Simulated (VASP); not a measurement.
```
CELL_PARAMETERS angstrom
      0.00000     2.51046     2.51046
      2.51046     0.00000     2.51046
      2.51046     2.51046     0.00000
ATOMIC_POSITIONS crystal
  Hf 0.00000 0.00000 0.00000
  O  0.25000 0.25000 0.25000
  O  0.75000 0.75000 0.75000
```

The numbers are results of PBEsol GGA, VASP's PBE PAW potentials (set 64) (plane waves; VASP 6.6.1), not measurements. Run with 650 eV cut-off, 7×7×7 Γ-centred mesh, Gaussian smearing of 0.050 eV, potentials Hf_pv O.

Problem. Give the elastic stiffness tensor with the ions relaxed (GPa, in the frame of the cell).

Solution. 
|  | xx | yy | zz | yz | xz | xy |
|---|---|---|---|---|---|---|
| xx | 595 | 109 | 109 | 0.0 | 0.0 | 0.0 |
| yy | 109 | 595 | 109 | 0.0 | 0.0 | 0.0 |
| zz | 109 | 109 | 595 | 0.0 | 0.0 | 0.0 |
| yz | 0.0 | 0.0 | 0.0 | 73.3 | 0.0 | 0.0 |
| xz | 0.0 | 0.0 | 0.0 | 0.0 | 73.3 | 0.0 |
| xy | 0.0 | 0.0 | 0.0 | 0.0 | 0.0 | 73.3 |

Problem. Estimate the Hill bulk modulus, Hill shear modulus, Young's modulus, Poisson's ratio.

Solution. 
```json
{
 "hill_bulk_modulus": "271 GPa",
 "hill_shear_modulus": "122 GPa",
 "Young's modulus": "317 GPa",
 "Poisson's ratio": "0.305"
}
```

The compound is HfO2 in the fluorite structure, the high-temperature cubic form, which is unstable at 0 K; the monoclinic form is the stable one. It was relaxed first.
